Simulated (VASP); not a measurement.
These are PBE GGA, VASP's PBE PAW potentials (set 64) (plane waves; VASP) values and carry that method's errors.

A VASP calculation is set up with these files.

### KPOINTS
```
K-points
0
gamma
 6 6 6
0 0 0
```

POSCAR:
```
Li2S
1
    0.0000000000     2.8310980000     2.8421360000
    2.9406400000     0.0000000000     2.8421360000
    2.9406400000     2.8310980000     0.0000000000
Li S
2 1
Direct
  0.2500000000   0.2500000000   0.2500000000
  0.7500000000   0.7500000000   0.7500000000
 -0.0070120000   0.0070120000   0.0070120000
```

INCAR:
```
SYSTEM = Li2S
PREC = Accurate
ENCUT = 520
EDIFF = 1E-6
NELM = 100
ALGO = Normal
LREAL = .FALSE.
LASPH = .TRUE.
ISMEAR = -5
GGA = PE
LWAVE = .FALSE.
LCHARG = .FALSE.
ISIF = 2
```

POTCAR, in this order: Li_sv S (PBE.64 set). Program: vasp_std.

Question: What does the run give for the energy per atom (σ→0), largest force?

Answer: 
```yaml
energy per atom (σ→0): -385.4 kJ/mol of atoms
largest_force: 0.141 eV/Å
```

OSZICAR:
```
...
DAV:   7    -0.119710450046E+02    0.14428E-01   -0.18846E-01  1306   0.219E+00    0.176E+00
DAV:   8    -0.119826681489E+02   -0.11623E-01   -0.36217E-02  1164   0.131E+00    0.574E-01
DAV:   9    -0.119819670523E+02    0.70110E-03   -0.23301E-03  1234   0.290E-01    0.241E-01
DAV:  10    -0.119825939069E+02   -0.62685E-03   -0.15426E-03  1030   0.246E-01    0.129E-01
DAV:  11    -0.119825933987E+02    0.50825E-06   -0.71118E-05  1330   0.703E-02    0.328E-02
DAV:  12    -0.119825999348E+02   -0.65361E-05   -0.75251E-06  1070   0.213E-02    0.681E-03
DAV:  13    -0.119826003101E+02   -0.37530E-06   -0.18625E-06  1258   0.909E-03
   1 F= -.11982600E+02 E0= -.11982600E+02  d E =0.000000E+00
```

The compound is Li2S in the antifluorite structure. The cell was not relaxed at this level, atoms are displaced from their ideal sites. The run is one of a series of settings (ISMEAR = -5, SIGMA removed against the base run), some of them coarse on purpose.
